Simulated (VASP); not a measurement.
Here is the system:

```
CELL_PARAMETERS angstrom
      0.00000     2.69228     2.69228
      2.69228     0.00000     2.69228
      2.69228     2.69228     0.00000
ATOMIC_POSITIONS crystal
  Si 0.25000 0.25000 0.25000
  Si 0.76393 0.76393 0.73607
  Ni 0.00000 0.00000 0.00000
```

Calculation: r2SCAN meta-GGA, VASP's PBE PAW potentials (set 64) (plane waves; VASP 6.6.1). Numerical set-up: 480 eV cut-off, 10×10×10 Γ-centred mesh, first-order Methfessel-Paxton smearing of 0.10 eV, potentials Si Ni.

Q: Which forces act on the atoms, in eV/Å?

A: 
```
atom     Fx     Fy      Fz
----  -----  -----  ------
Si1   0.000  0.000   0.235
Si2   0.000  0.000  -0.633
Ni3   0.000  0.000   0.398
```

Q: Give the stress tensor in GPa (positive for a compressed cell).

A: 
```
0.42  2.29  0.00
2.29  0.42  0.00
0.00  0.00  0.59
```
The pressure is its mean diagonal, 0.48 GPa.

The compound is NiSi2 in the fluorite structure. This cell was strained or had an atom moved on purpose. The run is not spin-polarised, so no magnetic state was tried.
